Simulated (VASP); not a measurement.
TiIn11P12 (a cell with a defect): single point with PBEsol+U

TiIn11P12 (a cell with a defect):

```xyz
24
Lattice="0.0000 8.8030 8.8030 5.8687 0.0000 5.8687 5.8687 5.8687 0.0000" Properties=species:S:1:pos:R:3 pbc="T T T"
Ti    0.0000    0.0000    0.0000
In    2.9343    2.9343    0.0000
In    2.9343    0.0000    2.9343
In    5.8687    2.9343    2.9343
In    0.0000    2.9343    2.9343
In    2.9343    5.8687    2.9343
In    2.9343    2.9343    5.8687
In    5.8687    5.8687    5.8687
In    0.0000    5.8687    5.8687
In    2.9343    8.8031    5.8687
In    2.9343    5.8687    8.8031
In    5.8687    8.8031    8.8031
P     1.4672    1.4672    1.4672
P     4.4015    4.4015    1.4672
P     4.4015    1.4672    4.4015
P     7.3359    4.4015    4.4015
P     1.4672    4.4015    4.4015
P     4.4015    7.3359    4.4015
P     4.4015    4.4015    7.3359
P     7.3359    7.3359    7.3359
P     1.4672    7.3359    7.3359
P     4.4015   10.2702    7.3359
P     4.4015    7.3359   10.2702
P     7.3359   10.2702   10.2702
```

- Program: VASP 6.6.1
- Task: single point
- Functional: PBEsol
- Potentials or basis: VASP PAW PBE potentials, release 64 (Ti_sv, In_d, P)
- Cutoff: 350 eV
- k mesh: 2 × 2 × 2
- Occupations: gaussian, width 0.03 eV
- Spin: collinear spin, ferromagnetic start
- Starting moments: [1.0, 0.0, 0.0, 0.0, 0.0, 0.0, 0.0, 0.0, 0.0, 0.0, 0.0, 0.0, 0.0, 0.0, 0.0, 0.0, 0.0, 0.0, 0.0, 0.0, 0.0, 0.0, 0.0, 0.0] μB
- Hubbard terms: Ti d U = 3 eV
- Dq: 0
- Further INCAR settings: LREAL = Auto; ALGO = All; EDIFF = 1e-05; NBANDS = 130; ISYM = 0

```yaml
Pressure: -0.2 GPa
Largest_force: 0.648 eV/Å
Band_gap_on_the_k_mesh: 0.65 eV, indirect (least direct gap 0.85 eV)
Net_moment: 1.00 μB per cell
Site_moments: Ti +0.90; In +0.01, -0.00, +0.00; P -0.02, +0.00, -0.00 μB
Valence_electrons_inside_the_program's_atomic_spheres: Ti 10.05; In 11.50, 11.49; P 2.52, 2.51
```

Forces on the atoms (eV/Å):
```
Ti   0.021 -0.022 -0.024
In   0.000 -0.026  0.028
In   0.001  0.038 -0.025
In   0.061 -0.018 -0.017
In  -0.023  0.015  0.017
In  -0.005 -0.026  0.011
In  -0.007  0.012 -0.022
In  -0.002 -0.005 -0.006
In  -0.027 -0.036 -0.035
In   0.021 -0.044 -0.022
In   0.021 -0.023 -0.039
In   0.009 -0.013 -0.014
P   -0.299 -0.413 -0.399
P    0.283  0.430 -0.381
P    0.285 -0.397  0.416
P   -0.021  0.005  0.007
P   -0.050  0.032  0.033
P    0.010  0.024 -0.004
P    0.008 -0.002  0.022
P   -0.009  0.016  0.015
P   -0.270  0.419  0.403
P    0.004  0.022  0.002
P    0.004  0.000  0.020
P   -0.017  0.016  0.014
```

Stress tensor (GPa, compression positive):
```
-0.09  0.18  0.18
 0.18 -0.31 -0.17
 0.18 -0.17 -0.28
```

Levels at points of the mesh, in eV from the valence-band top:
Spin up:
| k point | band 105 | band 106 | band 107 | band 108 | band 109 | band 110 | band 111 | band 112 |
| --- | --- | --- | --- | --- | --- | --- | --- | --- |
| (0.00, 0.00, 0.00) | -0.31 | -0.30 | -0.22 | -0.22 | 0.65 | 0.88 | 1.29 | 1.30 |
| (0.50, 0.00, 0.00) | -0.64 | -0.50 | -0.35 | -0.21 | 0.93 | 1.00 | 1.40 | 1.42 |
| (0.00, 0.50, 0.00) | -0.85 | -0.67 | -0.59 | -0.21 | 1.16 | 1.28 | 1.64 | 1.66 |
| (0.00, 0.00, 0.50) | -0.84 | -0.67 | -0.59 | -0.23 | 1.19 | 1.27 | 1.64 | 1.67 |
| (0.50, 0.00, 0.50) | -1.05 | -0.87 | -0.83 | -0.37 | 1.16 | 1.32 | 1.54 | 1.98 |
| (0.50, 0.50, 0.00) | -1.05 | -0.88 | -0.84 | -0.34 | 1.19 | 1.32 | 1.51 | 1.97 |
| (0.00, 0.50, 0.50) | -1.03 | -0.83 | -0.67 | 0.00 | 0.93 | 1.47 | 1.57 | 1.72 |
| (0.50, 0.50, 0.50) | -0.97 | -0.76 | -0.73 | -0.13 | 1.09 | 1.33 | 1.60 | 1.75 |
Spin down:
| k point | band 104 | band 105 | band 106 | band 107 | band 108 | band 109 | band 110 | band 111 |
| --- | --- | --- | --- | --- | --- | --- | --- | --- |
| (0.00, 0.00, 0.00) | -0.80 | -0.27 | -0.21 | -0.21 | 0.65 | 1.21 | 1.34 | 1.37 |
| (0.50, 0.00, 0.00) | -0.61 | -0.60 | -0.34 | -0.33 | 1.18 | 1.27 | 1.42 | 1.47 |
| (0.00, 0.50, 0.00) | -0.84 | -0.80 | -0.59 | -0.58 | 1.49 | 1.64 | 1.67 | 1.86 |
| (0.00, 0.00, 0.50) | -0.84 | -0.80 | -0.59 | -0.58 | 1.51 | 1.64 | 1.66 | 1.85 |
| (0.50, 0.00, 0.50) | -1.05 | -1.05 | -0.81 | -0.81 | 1.57 | 1.75 | 1.83 | 2.12 |
| (0.50, 0.50, 0.00) | -1.05 | -1.04 | -0.81 | -0.81 | 1.57 | 1.76 | 1.81 | 2.12 |
| (0.00, 0.50, 0.50) | -1.11 | -0.99 | -0.76 | -0.59 | 1.31 | 1.76 | 1.89 | 2.01 |
| (0.50, 0.50, 0.50) | -0.95 | -0.93 | -0.73 | -0.71 | 1.46 | 1.75 | 1.86 | 2.08 |

Eigenvalues of the final occupation matrices:
| site | spin | trace | eigenvalues |
| --- | --- | --- | --- |
| site 1 d | 1 | 1.34 | 0.05 0.14 0.18 0.18 0.78 |
| site 1 d | 2 | 0.45 | 0.02 0.04 0.12 0.14 0.14 |

Wall time 18 min on 4 MPI ranks on Intel(R) Xeon(R) 6975P-C (Granite Rapids), on a shared host, peak memory 0.88 GiB a rank.

Caveat: the k mesh is coarse (spacing up to 0.46 Å⁻¹), so the values aren't converged; the PAW data sets were made with another functional, which shifts forces and pressure a little; spin-orbit coupling is left out, which moves the levels of the heavy elements; the U is typed as a test and isn't derived for this compound. The state reached can hang on the start; a lower one may exist.
